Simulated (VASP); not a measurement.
Data:

```yaml
crystal:
  lattice:
    - [2.83820, 0.00000, 0.00000]
    - [0.00000, 2.83820, 0.00000]
    - [0.00000, 0.00000, 2.83820]
  atoms:
    - { symbol: Cr, position: [0.00000, 0.00000, 0.00000], spin: 0.9 }
    - { symbol: Cr, position: [0.50000, 0.50000, 0.50000], spin: -0.9 }
```

Method: PBE GGA with D4 dispersion, VASP's PBE PAW potentials (set 64) (plane waves; VASP 6.6.1). Numerical set-up: 520 eV cut-off, 14×14×14 Γ-centred mesh, tetrahedra with Blöchl corrections, potentials Cr_pv.

Question: What does the run give for the cell moment, energy per atom (σ→0), band gap (on the k-mesh) with the smallest direct gap where there is one?

Answer: 
The band gap (on the k-mesh) is none (metal, semimetal or under 0.01 eV) and the cell moment is 0.00 μB. The energy per atom (σ→0) is -962.7 kJ/mol of atoms.

Question: Give the moment on each site (PAW-sphere projection).

Answer: 
| site | moment (μB) |
|---|---|
| Cr1 | 0.92 |
| Cr2 | -0.92 |

The compound is Cr in the bcc, AFM order structure. It was relaxed first.
